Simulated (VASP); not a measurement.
An input for Quantum ESPRESSO's pw.x (written as the equivalent of a VASP run, and not itself run):

```
&CONTROL
  calculation = 'scf'
  pseudo_dir = './pseudo'
  outdir = './out'
  tprnfor = .true.
  tstress = .true.
/
&SYSTEM
  ibrav = 0
  nat = 5
  ntyp = 3
  ecutwfc = 84
  occupations = 'smearing'
  smearing = 'gaussian'
  degauss = 0.003675
  input_dft = 'pbe'
  vdw_corr = 'grimme-d3'
  dftd3_version = 3
  dftd3_threebody = .false.
/
&ELECTRONS
  conv_thr = 7.3e-09
  electron_maxstep = 100
/
ATOMIC_SPECIES
  Ba 137.327 Ba.upf
  Zr 91.224 Zr.upf
  O 15.999 O.upf
CELL_PARAMETERS angstrom
     4.2605574    0.0000000    0.0000000
     0.0000000    4.2605574    0.0000000
     0.0000000    0.0000000    4.2605574
ATOMIC_POSITIONS crystal
  Ba   0.0000000  0.0000000  0.0000000
  Zr   0.5000000  0.5000000  0.5000000
  O    0.5000000  0.0000000  0.5000000
  O    0.0000000  0.5000000  0.5000000
  O    0.5000000  0.5000000  0.0000000
K_POINTS automatic
  5 5 5 0 0 0
```

Translate this input to VASP (INCAR, KPOINTS, POSCAR, choice of POTCAR).

One answer among several that fit: 
KPOINTS:
```
K-points
0
gamma
5 5 5
0 0 0
```

**INCAR**
```
# general
SYSTEM =BaZrO3
PREC   =Accurate
ENCUT  =520
LREAL  =.FALSE.   # projection in real space or not
LASPH  =.TRUE.

# electronic loop
EDIFF  =1E-7
NELM   =100
ALGO   =Normal
LMAXMIX=4   # l cut-off of mixed one-centre charges

# smearing
ISMEAR =0
SIGMA  =0.05   # width (eV)

# functional
GGA    =PE
IVDW   =11

# ions
ISIF   =2

# output
LWAVE  =.FALSE.
LCHARG =.FALSE.
```

POSCAR:
```
BaZrO3
1
    4.2605573515     0.0000000000     0.0000000000
    0.0000000000     4.2605573515     0.0000000000
    0.0000000000     0.0000000000     4.2605573515
Ba Zr O
1 1 3
Direct
  0.0000000000   0.0000000000   0.0000000000
  0.5000000000   0.5000000000   0.5000000000
  0.5000000000   0.0000000000   0.5000000000
  0.0000000000   0.5000000000   0.5000000000
  0.5000000000   0.5000000000   0.0000000000
```

POTCAR, in this order: Ba_sv Zr_sv O (PBE.64 set). Program: vasp_std.

What does not carry over: the potentials are each code's own (VASP's PAW set, PseudoDojo norm-conserving files in pw.x), so ENCUT and ecutwfc are chosen apart and not converted; conv_thr bounds pw.x's estimated SCF error, while EDIFF bounds the energy change between steps.

The compound is BaZrO3 in the cubic perovskite structure. This cell is one point of a volume scan, at 1.03 of the reference volume.
